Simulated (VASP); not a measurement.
VASP ran on this input.

**POSCAR**
```
Cs
1
   -3.0500000000     3.0500000000     3.0500000000
    3.0500000000    -3.0500000000     3.0500000000
    3.0500000000     3.0500000000    -3.0500000000
Cs
1
Direct
  0.0000000000   0.0000000000   0.0000000000
```

**INCAR**
```
AGGAC  =  0.0
ALGO  =  Normal
EDIFF  =  1E-6
EDIFFG  =  -0.01
ENCUT  =  520
GGA  =  MK
IBRION  =  2
ISIF  =  3
ISMEAR  =  1
LASPH  =  .True.
LCHARG  =  .False.
LMAXMIX  =  4
LREAL  =  .False.
LUSE_VDW  =  .True.
LWAVE  =  .False.
NELM  =  100
NSW  =  60
PARAM1  =  0.1234
PARAM2  =  1.0
PREC  =  Accurate
SIGMA  =  0.1
SYSTEM  =  Cs
```

**KPOINTS**
```
Automatic mesh
0
Gamma
8 8 8
0 0 0
```

POTCAR, in this order: Cs_sv (PBE.64 set). Program: vasp_std.

Write an equivalent input for Quantum ESPRESSO's pw.x.

One equivalent input (not run):
```
&CONTROL
  calculation = 'vc-relax'
  pseudo_dir = './pseudo'
  outdir = './out'
  tprnfor = .true.
  tstress = .true.
  nstep = 60
  forc_conv_thr = 0.00039
/
&SYSTEM
  ibrav = 0
  nat = 1
  ntyp = 1
  ecutwfc = 50
  occupations = 'smearing'
  smearing = 'methfessel-paxton'
  degauss = 0.00735
  input_dft = 'vdw-df-ob86'
/
&ELECTRONS
  conv_thr = 7.3e-08
  electron_maxstep = 100
/
&IONS
/
&CELL
/
ATOMIC_SPECIES
  Cs 132.905 Cs.upf
CELL_PARAMETERS angstrom
    -3.0500000    3.0500000    3.0500000
     3.0500000   -3.0500000    3.0500000
     3.0500000    3.0500000   -3.0500000
ATOMIC_POSITIONS crystal
  Cs   0.0000000  0.0000000  0.0000000
K_POINTS automatic
  8 8 8 0 0 0
```
Limits of the translation: the potentials are each code's own (VASP's PAW set, PseudoDojo norm-conserving files in pw.x), so ENCUT and ecutwfc are chosen apart and not converted; conv_thr bounds pw.x's estimated SCF error, while EDIFF bounds the energy change between steps; forc_conv_thr acts on force components and is met together with etot_conv_thr.

The compound is Cs in the bcc structure. This run relaxes it. Symmetry was kept, so distortions that lower it aren't found.
